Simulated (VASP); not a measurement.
Consider the following.

```xyz
2
Lattice="3.4917 0.0000 0.0000 -1.7458 3.0239 0.0000 0.0000 0.0000 2.7209" Properties=species:S:1:pos:R:3 pbc="T T T"
Rh     0.0000     0.0000     0.0000
Si     1.7458     1.0080     1.3604
```

Method: PBEsol GGA with spin-orbit coupling, VASP's PBE PAW potentials (set 64) (plane waves; VASP). Settings: 400 eV cut-off, 11×11×12 Γ-centred mesh, Gaussian smearing of 0.050 eV, potentials Rh_pv Si.

Task: Predict the energy per atom (σ→0), band gap (over mesh and band path) with the smallest direct gap where there is one.

Result: 
| Item | Result |
|---|---|
| band gap (over mesh and band path) | none (metal, semimetal or under 0.01 eV) |
| energy per atom (σ→0) | -747.9 kJ/mol of atoms |

Total energies compare only between runs with the same potentials, cut-off and functional.

The structure was generated: SiRh was put into the WC type (P-6m2), which need not be its known phase. It was relaxed first.
